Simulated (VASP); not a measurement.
# SbW2 (Fm-3m) in VASP: further runs

The runs below take SbW2 through band structure, electric field gradients, with r2SCAN+D4+U, r2SCAN.

Program: VASP 6.6.1. These are calculated values, not measurements. Logs are shortened: lines on timing, memory, paths and dates and some standing lists are left out, and cuts for length are marked.

## Step 1: Starting point

Symmetry: Fm-3m, No. 225, cubic system. The conventional cell has a = 6.266 Å, b = 6.266 Å, c = 6.266 Å, α = 90.00°, β = 90.00°, γ = 90.00°. Sb (site symmetry m-3m) is surrounded by 8 W at 2.71 Å. Around W (site symmetry -43m) lie 4 Sb at 2.71 Å.

The cell was built by a generator and needn't be a form met in nature.

## Step 2: Band structure, r2SCAN+D4+U, spin-orbit coupling, no magnetisation

INCAR reads:

```
ALGO     = Normal         # electronic algorithm
EDIFF    = 1E-6           # SCF threshold, eV
ENCUT    = 520            # plane-wave cutoff, eV
GGA_COMPAT= False        
ISIF     = 2              # what is computed and relaxed
ISMEAR   = 1              # smearing method
IVDW     = 13             # dispersion correction
LASPH    = True           # aspherical terms in the spheres
LCHARG   = False          # write CHGCAR
LDAU     = True           # DFT+U
LDAUJ    = 0 0          
LDAUL    = -1 2           # shell
LDAUPRINT= 1            
LDAUTYPE = 2            
LDAUU    = 0 3            # U, eV
LMAXMIX  = 4              # l up to which the mixer works
LMIXTAU  = True         
LORBIT   = 11             # projections on sites
LREAL    = False          # projectors in reciprocal space
LSORBIT  = True           # spin-orbit coupling
LWAVE    = False          # write WAVECAR
MAGMOM   = 0 0 0 0 0 0 0 0 0 # initial moments
METAGGA  = R2SCAN         # meta-GGA
NBANDS   = 46             # bands
NELM     = 100            # most SCF steps
PREC     = Accurate       # precision mode
SIGMA    = 0.1            # smearing width, eV
VDW_A1   = 0.51559235   
VDW_A2   = 5.77342911   
VDW_S6   = 1.0          
VDW_S8   = 0.6018749
```

KPOINTS reads:

```
k-points
0
Gamma
  5 5 5
```

POSCAR reads:

```
SbW2
1.0
    0.0000000000      3.1330100000      3.1330100000
    3.1330100000      0.0000000000      3.1330100000
    3.1330100000      3.1330100000      0.0000000000
Sb W
1 2
Direct
    0.5000000000      0.5000000000      0.5000000000
    0.2500000000      0.2500000000      0.2500000000
    0.7500000000      0.7500000000      0.7500000000
```

KPOINTS_OPT reads:

```
path GXWKGLUWLK,UX
10
line-mode
reciprocal
 0.0000000000  0.0000000000  0.0000000000  G
 0.5000000000  0.0000000000  0.5000000000  X

 0.5000000000  0.0000000000  0.5000000000  X
 0.5000000000  0.2500000000  0.7500000000  W

 0.5000000000  0.2500000000  0.7500000000  W
 0.3750000000  0.3750000000  0.7500000000  K

 0.3750000000  0.3750000000  0.7500000000  K
 0.0000000000  0.0000000000  0.0000000000  G

 0.0000000000  0.0000000000  0.0000000000  G
 0.5000000000  0.5000000000  0.5000000000  L

 0.5000000000  0.5000000000  0.5000000000  L
 0.6250000000  0.2500000000  0.6250000000  U

 0.6250000000  0.2500000000  0.6250000000  U
 0.5000000000  0.2500000000  0.7500000000  W

 0.5000000000  0.2500000000  0.7500000000  W
 0.5000000000  0.5000000000  0.5000000000  L

 0.5000000000  0.5000000000  0.5000000000  L
 0.3750000000  0.3750000000  0.7500000000  K

 0.6250000000  0.2500000000  0.6250000000  U
 0.5000000000  0.0000000000  0.5000000000  X
```

Potentials or basis: VASP PAW PBE potentials, release 64 (Sb, W_sv).

The run is started by

```bash
$ cat potpaw_PBE.64/Sb/POTCAR potpaw_PBE.64/W_sv/POTCAR > POTCAR
$ mpirun -np 1 vasp_ncl > vasp.out
```

OUTCAR:

```text
EDIFF = 1E-6
   ENCUT = 520
   ISIF = 2
   ISMEAR = 1
   IVDW = 13
   LASPH = True
   LORBIT = 11
   LREAL = False
   LSORBIT = True
   METAGGA = R2SCAN
   NELM = 100
   PREC = Accurate

 ion  position               nearest neighbor table
   1  0.500  0.500  0.500-   2 2.71   2 2.71   2 2.71   3 2.71   3 2.71   3 2.71   3 2.71   2 2.71

   2  0.250  0.250  0.250-   1 2.71   1 2.71   1 2.71   1 2.71   3 3.13   3 3.13   3 3.13   3 3.13
                             3 3.13   3 3.13
   3  0.750  0.750  0.750-   1 2.71   1 2.71   1 2.71   1 2.71   2 3.13   2 3.13   2 3.13   2 3.13
                             2 3.13   2 3.13

  LATTYP: Found a face centered cubic cell.
 ALAT       =     6.2660200000

  Lattice vectors:

 A1 = (   0.0000000000,   3.1330100000,   3.1330100000)
 A2 = (   3.1330100000,   0.0000000000,   3.1330100000)
 A3 = (   3.1330100000,   3.1330100000,   0.0000000000)

Analysis of symmetry for initial positions (statically):
=====================================================================
 Subroutine PRICEL returns:
 Original cell was already a primitive cell.

 Routine SETGRP: Setting up the symmetry group for a
 face centered cubic supercell.

 Subroutine GETGRP returns: Found 48 space group operations
 (whereof 48 operations were pure point group operations)
 out of a pool of 48 trial point group operations.

The static configuration has the point symmetry O_h .

Analysis of symmetry for dynamics (positions and initial velocities):
=====================================================================
 Subroutine PRICEL returns:
 Original cell was already a primitive cell.

 Routine SETGRP: Setting up the symmetry group for a
 face centered cubic supercell.

 Subroutine GETGRP returns: Found 48 space group operations
 (whereof 48 operations were pure point group operations)
 out of a pool of 48 trial point group operations.

The dynamic configuration has the point symmetry O_h .

Analysis of structural, dynamic, and magnetic symmetry:
=====================================================================
 Subroutine PRICEL returns:
[... 749 lines left out ...]
  --------------------------------------------------------------------------------------
  -------------------------------------------------------------------------------------
  Total       0.08660     0.08660     0.08660     0.00000    -0.00000     0.00000
  in kB       2.25578     2.25578     2.25578     0.00000    -0.00000     0.00000
  external pressure =        2.26 kB  Pullay stress =        0.00 kB

 VOLUME and BASIS-vectors are now :
 -----------------------------------------------------------------------------
  energy-cutoff  :      520.00
  volume of cell :       61.51
      direct lattice vectors                 reciprocal lattice vectors
     0.000000000  3.133010000  3.133010000    -0.159590937  0.159590937  0.159590937
     3.133010000  0.000000000  3.133010000     0.159590937 -0.159590937  0.159590937
     3.133010000  3.133010000  0.000000000     0.159590937  0.159590937 -0.159590937

 POSITION                                       TOTAL-FORCE (eV/Angst)
 -----------------------------------------------------------------------------------
      3.13301      3.13301      3.13301        -0.000000      0.000000      0.000000
      1.56651      1.56651      1.56651         0.000000     -0.000000     -0.000000
      4.69951      4.69951      4.69951         0.000000      0.000000      0.000000
 -----------------------------------------------------------------------------------
    total drift:                                0.000000      0.000000      0.000000

  FREE ENERGIE OF THE ION-ELECTRON SYSTEM (eV)
  ---------------------------------------------------
  free  energy   TOTEN  =      -119.4613372750 eV

  energy  without entropy=     -119.4525261509  energy(sigma->0) =     -119.45840023

 Spin-Orbit-Coupling matrix elements

 Ion:    1  E_soc:     -0.1210336
 l=   1
     0.0000000    -0.0203602    -0.0203602
    -0.0203602     0.0000000    -0.0203602
    -0.0203602    -0.0203602     0.0000000
 l=   2
     0.0000000     0.0002652     0.0000000     0.0002652    -0.0000773
     0.0002652     0.0000000    -0.0000579     0.0002652    -0.0000193
     0.0000000    -0.0000579     0.0000000    -0.0000579     0.0000000
     0.0002652     0.0002652    -0.0000579     0.0000000    -0.0000193
    -0.0000773    -0.0000193     0.0000000    -0.0000193     0.0000000
 l=   3
     0.0000000     0.0000000     0.0000000     0.0000000     0.0000000     0.0000000     0.0000000
     0.0000000     0.0000000     0.0000000     0.0000000     0.0000000     0.0000000     0.0000000
     0.0000000     0.0000000     0.0000000     0.0000000     0.0000000     0.0000000     0.0000000
     0.0000000     0.0000000     0.0000000     0.0000000     0.0000000     0.0000000     0.0000000
[... 29 lines left out ...]
 l=   2
     0.0000000    -0.0130649     0.0000000    -0.0130649    -0.0523791
    -0.0130649     0.0000000    -0.0392843    -0.0130649    -0.0130948
     0.0000000    -0.0392843     0.0000000    -0.0392843     0.0000000
    -0.0130649    -0.0130649    -0.0392843     0.0000000    -0.0130948
    -0.0523791    -0.0130948     0.0000000    -0.0130948     0.0000000
 l=   3
     0.0000000     0.0000000     0.0000000     0.0000000     0.0000000     0.0000000     0.0000000
     0.0000000     0.0000000     0.0000000     0.0000000     0.0000000     0.0000000     0.0000000
     0.0000000     0.0000000     0.0000000     0.0000000     0.0000000     0.0000000     0.0000000
     0.0000000     0.0000000     0.0000000     0.0000000     0.0000000     0.0000000     0.0000000
     0.0000000     0.0000000     0.0000000     0.0000000     0.0000000     0.0000000     0.0000000
     0.0000000     0.0000000     0.0000000     0.0000000     0.0000000     0.0000000     0.0000000
     0.0000000     0.0000000     0.0000000     0.0000000     0.0000000     0.0000000     0.0000000

 total charge

# of ion       s       p       d       tot
------------------------------------------
    1        1.031   1.483   0.159   2.673
    2        2.329   6.203   3.340  11.872
    3        2.329   6.203   3.340  11.872
--------------------------------------------------
tot          5.689  13.888   6.839  26.416

 magnetization (x)

# of ion       s       p       d       tot
------------------------------------------
    1       -0.000  -0.000   0.000  -0.000
    2        0.000   0.000   0.000   0.000
    3        0.000   0.000   0.000   0.000
--------------------------------------------------
tot         -0.000  -0.000   0.000  -0.000

 magnetization (y)

# of ion       s       p       d       tot
------------------------------------------
    1       -0.000   0.000   0.000  -0.000
    2        0.000   0.000  -0.000  -0.000
    3        0.000   0.000   0.000   0.000
--------------------------------------------------
tot         -0.000   0.000   0.000  -0.000

 magnetization (z)

# of ion       s       p       d       tot
------------------------------------------
    1        0.000   0.000   0.000   0.000
    2       -0.000   0.000   0.000  -0.000
    3       -0.000   0.000   0.000  -0.000
--------------------------------------------------
tot         -0.000   0.000   0.000  -0.000
```

stdout:

```text
POSCAR found type information on POSCAR SbW
 POSCAR found :  2 types and       3 ions
 scaLAPACK will be used
 -----------------------------------------------------------------------------
|                                                                             |
|                                                                             |
|     You enforced a specific xc type in the INCAR file but a different       |
|     I HOPE YOU KNOW WHAT YOU ARE DOING!                                     |
|                                                                             |
 -----------------------------------------------------------------------------

 LDA part: xc-table for (None), standard interpolation
 POSCAR, INCAR and KPOINTS ok, starting setup
 FFT: planning ... GRIDC
 FFT: planning ... GRID_SOFT
 FFT: planning ... GRID
 WAVECAR not read
 entering main loop
 Start KPOINTS_OPT (optional k-point list driver)
k-point batch [1-10\100]
k-point batch [11-20\100]
k-point batch [21-30\100]
k-point batch [31-40\100]
k-point batch [41-50\100]
k-point batch [51-60\100]
k-point batch [61-70\100]
k-point batch [71-80\100]
k-point batch [81-90\100]
k-point batch [91-100\100]
```

It took 19 min on 1 thread of Intel Xeon 6975P-C (Granite Rapids), shared host; peak memory 0.46 GiB.

Results:

| Quantity | Value |
| --- | --- |
| Free energy | -119.4613 eV |
| Pressure | 0.2 GPa |
| Valence electrons inside the program's atomic spheres | Sb 2.67; W 11.87 |
| Dispersion energy per atom | -0.195 eV |

Caveat: the PAW data sets were made with another functional, which shifts forces and pressure a little; the U is typed as a test and isn't derived for this compound.

## Step 3: Electric field gradients, r2SCAN

INCAR reads:

```
  ALGO = Normal
  EDIFF = 1E-8
  ENCUT = 520
  ISIF = 2
  ISMEAR = -1
  LASPH = True
  LCHARG = False
  LEFG = True
  LMIXTAU = True
  LREAL = False
  LWAVE = False
  METAGGA = R2SCAN
  NELM = 100
  PREC = Accurate
  SIGMA = 0.02
```

KPOINTS reads:

```
k-points
0
Gamma
  7 7 7
```

POSCAR is that of step 2.

Potentials or basis: VASP PAW PBE potentials, release 64 (Sb, W_sv).

The run is started by

```bash
$ cat potpaw_PBE.64/Sb/POTCAR potpaw_PBE.64/W_sv/POTCAR > POTCAR
$ mpirun -np 1 vasp_std > vasp.out
```

OUTCAR:

```text
EDIFF = 1E-8
   ENCUT = 520
   ISIF = 2
   ISMEAR = -1
   LASPH = True
   LREAL = False
   METAGGA = R2SCAN
   NELM = 100
   PREC = Accurate

 ion  position               nearest neighbor table
   1  0.500  0.500  0.500-   2 2.71   2 2.71   2 2.71   3 2.71   3 2.71   3 2.71   3 2.71   2 2.71

   2  0.250  0.250  0.250-   1 2.71   1 2.71   1 2.71   1 2.71   3 3.13   3 3.13   3 3.13   3 3.13
                             3 3.13   3 3.13
   3  0.750  0.750  0.750-   1 2.71   1 2.71   1 2.71   1 2.71   2 3.13   2 3.13   2 3.13   2 3.13
                             2 3.13   2 3.13

  LATTYP: Found a face centered cubic cell.
 ALAT       =     6.2660200000

  Lattice vectors:

 A1 = (   0.0000000000,   3.1330100000,   3.1330100000)
 A2 = (   3.1330100000,   0.0000000000,   3.1330100000)
 A3 = (   3.1330100000,   3.1330100000,   0.0000000000)

Analysis of symmetry for initial positions (statically):
=====================================================================
 Subroutine PRICEL returns:
 Original cell was already a primitive cell.
[... 653 lines left out ...]

 POSITION                                       TOTAL-FORCE (eV/Angst)
 -----------------------------------------------------------------------------------
      3.13301      3.13301      3.13301        -0.000000     -0.000000     -0.000000
      1.56651      1.56651      1.56651        -0.000000     -0.000000     -0.000000
      4.69951      4.69951      4.69951         0.000000      0.000000      0.000000
 -----------------------------------------------------------------------------------
    total drift:                                0.000000      0.000000      0.000000

  FREE ENERGIE OF THE ION-ELECTRON SYSTEM (eV)
  ---------------------------------------------------
  free  energy   TOTEN  =      -123.7391761532 eV

  energy  without entropy=     -123.7340425898  energy(sigma->0) =     -123.73660937

 Electric field gradients (V/A^2)
---------------------------------------------------------------------
 ion       V_xx      V_yy      V_zz      V_xy      V_xz      V_yz
---------------------------------------------------------------------
   1      -0.000     0.000    -0.000    -0.000    -0.000    -0.000
   2      -0.000    -0.000     0.000    -0.000    -0.000    -0.000
   3      -0.000    -0.000     0.000    -0.000    -0.000    -0.000
---------------------------------------------------------------------

 Electric field gradients after diagonalization (V/A^2)
 (convention: |V_zz| > |V_xx| > |V_yy|)
----------------------------------------------------------------------
 ion       V_xx      V_yy      V_zz     asymmetry (V_yy - V_xx)/ V_zz
----------------------------------------------------------------------
   1       0.000     0.000    -0.000       0.000
   2       0.000     0.000    -0.001       0.000
   3       0.000     0.000    -0.001       0.000
----------------------------------------------------------------------

           NMR quadrupolar parameters

 Cq : quadrupolar parameter    Cq=e*Q*V_zz/h
 eta: asymmetry parameters     (V_yy - V_xx)/ V_zz
 Q  : nuclear electric quadrupole moment in mb (millibarn)
----------------------------------------------------------------------
 ion       Cq(MHz)       eta       Q (mb)
----------------------------------------------------------------------
   1      -0.000       0.000       1.000
   2      -0.000       0.000       1.000
   3      -0.000       0.000       1.000
----------------------------------------------------------------------
```

OSZICAR:

```text
N       E                     dE             d eps       ncg     rms          rms(c)
DAV:   1     0.251037363575E+03    0.25104E+03   -0.19795E+04   880   0.173E+03
DAV:   2    -0.117444758815E+03   -0.36848E+03   -0.36014E+03   916   0.500E+02
DAV:   3    -0.132156495217E+03   -0.14712E+02   -0.14110E+02  1036   0.940E+01
DAV:   4    -0.132580314373E+03   -0.42382E+00   -0.41532E+00  1092   0.149E+01
[... 14 lines left out ...]
DAV:  19    -0.123739175608E+03   -0.77809E-05   -0.98159E-06   816   0.214E-02    0.208E-03
DAV:  20    -0.123739175937E+03   -0.32829E-06   -0.20571E-07   796   0.323E-03    0.159E-03
DAV:  21    -0.123739175995E+03   -0.58262E-07   -0.31352E-08   712   0.170E-03    0.165E-03
DAV:  22    -0.123739176156E+03   -0.16091E-06   -0.11314E-07   668   0.214E-03    0.681E-04
DAV:  23    -0.123739176153E+03    0.25598E-08   -0.64314E-09   476   0.667E-04
   1 F= -.12373918E+03 E0= -.12373661E+03  d E =-.513356E-02
```

stdout:

```text
POSCAR found type information on POSCAR SbW
 POSCAR found :  2 types and       3 ions
 scaLAPACK will be used
 -----------------------------------------------------------------------------
|                                                                             |
|                                                                             |
|     You enforced a specific xc type in the INCAR file but a different       |
[... 27 lines left out ...]
|     since the presence of unoccupied bands improves wavefunction            |
|     prediction and helps to suppress 'band-crossings'.                      |
|                                                                             |
 -----------------------------------------------------------------------------

ion   1

ion   2

ion   3
```

Wall time 82 s (1 thread of Intel Xeon 6975P-C (Granite Rapids), shared host); peak memory 0.21 GiB.

What came out:

```yaml
Free_energy: -123.7392 eV
Pressure: -2.7 GPa
```

Electric field gradients, principal values (V/Å²):
```csv
atom,Vxx,Vyy,Vzz
1 Sb,0.000,0.000,0.000
2 W,0.000,0.000,-0.001
3 W,0.000,0.000,-0.001
```

Caveat: the PAW data sets were made with another functional, which shifts forces and pressure a little. The run has no spin-orbit coupling, so splittings on Sb, W are missing.

[end of part 1 of 2]
